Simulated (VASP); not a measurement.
Method: LDA (Ceperley-Alder, Perdew-Zunger), VASP's LDA PAW potentials (set 64) (plane waves; VASP).

VASP ran on this input.

**KPOINTS**
```
Automatic
0
Gamma
 14 14 14
```

File POSCAR:
```
Sn
1
   -2.6494495659     2.6494495659     1.4368093196
    2.6494495659    -2.6494495659     1.4368093196
    2.6494495659     2.6494495659    -1.4368093196
Sn
2
Direct
  0.2500000000   0.7500000000   0.5000000000
  0.0000000000   0.0000000000   0.0000000000
```

**INCAR**
```
ALGO  =  Normal
EDIFF  =  1E-6
EDIFFG  =  -0.02
ENCUT  =  500
IBRION  =  2
ISIF  =  3
ISMEAR  =  1
LASPH  =  T
LCHARG  =  F
LMAXMIX  =  4
LREAL  =  F
LWAVE  =  F
NELM  =  100
NSW  =  40
PREC  =  Accurate
PSTRESS  =  300
SIGMA  =  0.1
SYSTEM  =  Sn
```

POTCAR, in this order: Sn_d (LDA.64 set). Program: vasp_std.

Output of the run:

OSZICAR:
```
       N       E                     dE             d eps       ncg     rms          rms(c)
DAV:   1     0.199984542364E+03    0.19998E+03   -0.14671E+04  8906   0.263E+03
DAV:   2     0.847221350966E+01   -0.19151E+03   -0.18908E+03  8798   0.453E+02
DAV:   3    -0.774166096208E+01   -0.16214E+02   -0.16032E+02  9810   0.137E+02
DAV:   4    -0.820767668789E+01   -0.46602E+00   -0.46342E+00 10686   0.246E+01
DAV:   5    -0.822349536057E+01   -0.15819E-01   -0.15815E-01 11990   0.406E+00    0.418E+00
DAV:   6    -0.814868655475E+01    0.74809E-01   -0.45233E-02 11672   0.387E+00    0.229E+00
DAV:   7    -0.811225184699E+01    0.36435E-01   -0.32264E-02 11682   0.304E+00    0.172E-01
DAV:   8    -0.811112304790E+01    0.11288E-02   -0.30283E-03 11222   0.905E-01    0.332E-02
DAV:   9    -0.811112606349E+01   -0.30156E-05   -0.70859E-05 12230   0.929E-02    0.171E-02
DAV:  10    -0.811112641675E+01   -0.35327E-06   -0.37135E-06  8874   0.234E-02
   1 F= -.55705453E+00 E0= -.55705232E+00  d E =-.557055E+00
       N       E                     dE             d eps       ncg     rms          rms(c)
DAV:   1    -0.806777894428E+01    0.43347E-01   -0.56054E-01  9552   0.144E+01    0.887E-01
DAV:   2    -0.804682885782E+01    0.20950E-01   -0.38350E-02 11412   0.390E+00    0.393E-01
DAV:   3    -0.804183868673E+01    0.49902E-02   -0.13677E-02 11558   0.228E+00    0.578E-02
DAV:   4    -0.804162136339E+01    0.21732E-03   -0.75306E-04 10282   0.354E-01    0.162E-02
DAV:   5    -0.804160526217E+01    0.16101E-04   -0.29784E-05 12544   0.614E-02    0.839E-03
DAV:   6    -0.804160298753E+01    0.22746E-05   -0.31982E-06  8258   0.233E-02    0.983E-04
DAV:   7    -0.804160298711E+01    0.42382E-09   -0.21379E-07  4738   0.684E-03
   2 F= -.55635361E+00 E0= -.55636806E+00  d E =0.700920E-03
       N       E                     dE             d eps       ncg     rms          rms(c)
DAV:   1    -0.810062898336E+01   -0.59026E-01   -0.25787E-01  9536   0.993E+00    0.594E-01
DAV:   2    -0.809121042355E+01    0.94186E-02   -0.17101E-02 11402   0.259E+00    0.265E-01
DAV:   3    -0.808892527026E+01    0.22852E-02   -0.63908E-03 11534   0.155E+00    0.382E-02
DAV:   4    -0.808882785940E+01    0.97411E-04   -0.35687E-04 10462   0.250E-01    0.114E-02
DAV:   5    -0.808881994709E+01    0.79123E-05   -0.13699E-05 11906   0.466E-02    0.555E-03
DAV:   6    -0.808881875133E+01    0.11958E-05   -0.14926E-06  5818   0.164E-02    0.746E-04
DAV:   7    -0.808881876253E+01   -0.11200E-07   -0.21737E-07  4624   0.676E-03
   3 F= -.55727561E+00 E0= -.55728024E+00  d E =-.221087E-03
       N       E                     dE             d eps       ncg     rms          rms(c)
DAV:   1    -0.809060943493E+01   -0.17907E-02   -0.62095E-03 10980   0.765E-01    0.752E-02
DAV:   2    -0.809044971186E+01    0.15972E-03   -0.33265E-04 10426   0.329E-01    0.449E-02
DAV:   3    -0.809037091924E+01    0.78793E-04   -0.18986E-04 12942   0.218E-01    0.699E-03
DAV:   4    -0.809037256479E+01   -0.16456E-05   -0.28834E-05  9542   0.698E-02    0.369E-03
DAV:   5    -0.809037243468E+01    0.13011E-06   -0.61466E-07  4910   0.185E-02
   4 F= -.55729731E+00 E0= -.55731350E+00  d E =-.216986E-04
```

### OUTCAR
```
------------------------ aborting loop because EDIFF is reached ----------------------------------------
  FORCE on cell =-STRESS in cart. coord.  units (eV):
  Direction    XX          YY          ZZ          XY          YZ          ZX
  --------------------------------------------------------------------------------------
  Total        7.5353067      7.5353067      7.5388585      0.0000000      0.0000000      0.0000000
  in kB      300.0888719    300.0888719    300.2303193      0.0000000      0.0000000      0.0000000
  external PRESSURE =       0.1360211 kB  Pullay stress =     300.0000000 kB
  volume of cell :       40.23
      direct lattice vectors                 reciprocal lattice vectors
    -2.645374314  2.645374314  1.437233628     0.000000000  0.189009169  0.347890552
     2.645374314 -2.645374314  1.437233628     0.189009169  0.000000000  0.347890552
     2.645374314  2.645374314 -1.437233628     0.189009169  0.189009169  0.000000000
 POSITION                                       TOTAL-FORCE (eV/Angst)
 -----------------------------------------------------------------------------------
      2.64537      0.00000      0.71862         0.000000      0.000000     -0.000000
      5.29075      0.00000      0.00000        -0.000000     -0.000000      0.000000
 -----------------------------------------------------------------------------------
    total drift:                                0.000000     -0.000000      0.000000
  FREE ENERGIE OF THE ION-ELECTRON SYSTEM (eV)
  ---------------------------------------------------
  free  energy   TOTEN  =        -8.0903724347 eV

  energy  without entropy=       -8.0904209928  energy(sigma->0) =       -8.09038862
  enthalpy is  TOTEN    =        -0.5572973110 eV   P V=        7.5330751237

 reached required accuracy - stopping structural energy minimisation
```
(Selected blocks of OUTCAR.)

**CONTCAR**
```
Sn
   1.00000000000000
    -2.6453743140120620    2.6453743140120620    1.4372336279972140
     2.6453743140120620   -2.6453743140120620    1.4372336279972140
     2.6453743140120620    2.6453743140120620   -1.4372336279972140
  Sn
     2
Direct
     0.2500000000000000    0.7500000000000000    0.5000000000000000
     0.0000000000000000    1.0000000000000000    1.0000000000000000
```

The compound is Sn in the beta structure. This run relaxes it under an external pressure of 30 GPa. Symmetry was kept, so distortions that lower it aren't found.
